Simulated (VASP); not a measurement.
```yaml
crystal:
  lattice:
    - [4.33329, 0.00000, 0.00000]
    - [0.00000, 4.33329, 0.00000]
    - [0.00000, 0.00000, 2.78352]
  atoms:
    - { symbol: Mn, position: [0.00000, 0.00000, 0.00000], spin: 2.1 }
    - { symbol: Mn, position: [0.50000, 0.50000, 0.50000], spin: -2.1 }
    - { symbol: O, position: [0.30178, 0.30178, 0.00000] }
    - { symbol: O, position: [0.80178, 0.19822, 0.50000] }
    - { symbol: O, position: [0.19822, 0.80178, 0.50000] }
    - { symbol: O, position: [0.69822, 0.69822, 0.00000] }
```

All values below come from LDA (Ceperley-Alder, Perdew-Zunger), VASP's LDA PAW potentials (set 64) (plane waves; VASP). Run with 520 eV cut-off, 8×8×12 Γ-centred mesh, tetrahedra with Blöchl corrections, potentials Mn_pv O.

The cores are frozen, which limits the accuracy of field gradients.

Give the principal components of the electric field gradient (V/Å²) and the asymmetry η at each nucleus.

```tsv
atom	Vxx	Vyy	Vzz	η
Mn1	6.4	1.7	-8.1	0.57
Mn2	6.4	1.7	-8.1	0.57
O3	49.9	16.6	-66.5	0.50
O4	49.9	16.6	-66.5	0.50
O5	49.9	16.6	-66.5	0.50
O6	49.9	16.6	-66.5	0.50
```

The compound is MnO2 in the rutile structure. It was relaxed first, which changed the volume by -6 %.
